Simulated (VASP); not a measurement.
Calculation: LDA (Ceperley-Alder, Perdew-Zunger), VASP's LDA PAW potentials (set 64) (plane waves; VASP).

VASP ran on this input.

**POSCAR**
```
Sn
1
   -2.8883353696     2.8883353696     1.5660270431
    2.8883353696    -2.8883353696     1.5660270431
    2.8883353696     2.8883353696    -1.5660270431
Sn
2
Direct
  0.7500000000   0.2500000000   0.5000000000
  1.0000000000   1.0000000000   0.0000000000
```

**KPOINTS**
```
K-points
0
gamma
  15 15 15
```

### INCAR
```
# general
SYSTEM  = Sn
PREC    = Accurate
ENCUT   = 400
LREAL   = F
LASPH   = T

# electronic loop
EDIFF   = 1E-7
NELM    = 100
ALGO    = Normal
LMAXMIX = 4

# smearing
ISMEAR  = -5

# ions
ISIF    = 2

# output
LWAVE   = F
LCHARG  = T
LORBIT  = 11
NEDOS   = 601
```

POTCAR, in this order: Sn_d (LDA.64 set). Program: vasp_std.

Problem. What will the output report for the number of irreducible k-points (NKPTS), number of bands (NBANDS), largest plane-wave count, number of space-group operations, FFT grid (NGX, NGY, NGZ)?

Solution. 
The number of irreducible k-points (NKPTS) is 288 and the number of bands (NBANDS) is 18. The largest plane-wave count is 966, the number of space-group operations is 16 and the FFT grid (NGX, NGY, NGZ) comes out as 30 × 30 × 30.

The structure comes from a computed database's Sn entry (I4_1/amd); how it stands against other phases isn't given here. It was relaxed first, which changed the volume by -6 %.
